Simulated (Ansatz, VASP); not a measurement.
## Be3As2 in VASP and in Ansatz

```
Be As
1.0
     3.64382    0.00000    0.00000
    -1.82191    3.15564    0.00000
     0.00000    0.00000    5.98786
Be As
3 2
Direct
  0.66667 0.33333 0.88599
  0.00000 0.00000 0.50000
  0.33333 0.66667 0.11401
  0.33333 0.66667 0.73289
  0.66667 0.33333 0.26711
```

Change from the starting cell: ordered vacancies on the anion sites of rock salt (P-3m1, No. 164).

Alike in both runs: functional PBE; k mesh 6 × 6 × 4; occupations gaussian, width 0.1 eV; no spin polarisation.

Ansatz relaxed the structure, and its values are those at the end. VASP's run is a single point on that final structure, the one shown.

|  | VASP | Ansatz |
| --- | --- | --- |
| version | VASP 6.6.1 | Ansatz 0.2.0 |
| potentials or method | VASP PAW PBE potentials, release 64 (Be, As) | scalar-relativistic, plane waves, PAW |
| plane-wave cutoff (eV) | 520 | 420 |
| valence electrons in the cell | 16 | 36 |

```tsv
	VASP	Ansatz	Ansatz less VASP
gap on the k mesh at the Fermi level (eV)	none	none	-
pressure (GPa)	0.4	0.0	-0.35
rms of the force components (eV/Å)	0.017	0.011	-0.0050
```

A gap of «none» marks a metal or a gap that the smearing closes. The two sets of potentials don't hold the same shells in valence.
